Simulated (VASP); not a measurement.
Input of a VASP 6.6.1 run:

Contents of INCAR:

```
SYSTEM = ZrF2
  ALGO = Normal
  DIPOL = 0.5 0.5 0.269
  EDIFF = 1E-7
  EDIFFG = -0.01
  ENCUT = 900
  GGA = PE
  IBRION = 2
  IDIPOL = 3
  ISIF = 2
  ISMEAR = -1
  LASPH = .True.
  LCHARG = .False.
  LDIPOL = .True.
  LREAL = .False.
  LWAVE = .False.
  NELM = 60
  NSW = 60
  PREC = Accurate
  SIGMA = 0.05
```

Contents of KPOINTS:

```
k-points
0
Gamma
  10 10 1
  0 0 0
```

POSCAR

```
ZrF2
1.0
    2.9887600000      0.0000000000      0.0000000000
   -1.4943800000      2.5883400000      0.0000000000
    0.0000000000      0.0000000000     29.7132000000
Zr F
1 2
Selective dynamics
Direct
    0.0000000000      0.0000000000      0.2692400000  F F F
    0.6666700000      0.3333300000      0.2193600000  T T T
    0.3333300000      0.6666700000      0.3191200000  T T T
```

Potentials or basis: VASP PAW PBE potentials, release 64 (Zr_sv_GW, F_GW).

Launch:

```console
$ cat potpaw_PBE.64/Zr_sv_GW/POTCAR potpaw_PBE.64/F_GW/POTCAR > POTCAR
$ mpirun -np 1 vasp_std > vasp.out
```

Q: What does it give for the band gap on the k mesh?

A: None (metal or under the smearing width).

Q: What does it give for the energy gained by relaxing?

A: 0.0 meV/atom.

Final structure:
```xyz
3
Lattice="2.9888 0.0000 0.0000 -1.4944 2.5883 0.0000 0.0000 0.0000 29.7132" Properties=species:S:1:pos:R:3 pbc="T T T"
Zr    0.0000    0.0000    8.0000
F     1.4944    0.8628    6.5186
F     0.0000    1.7256    9.4814
```
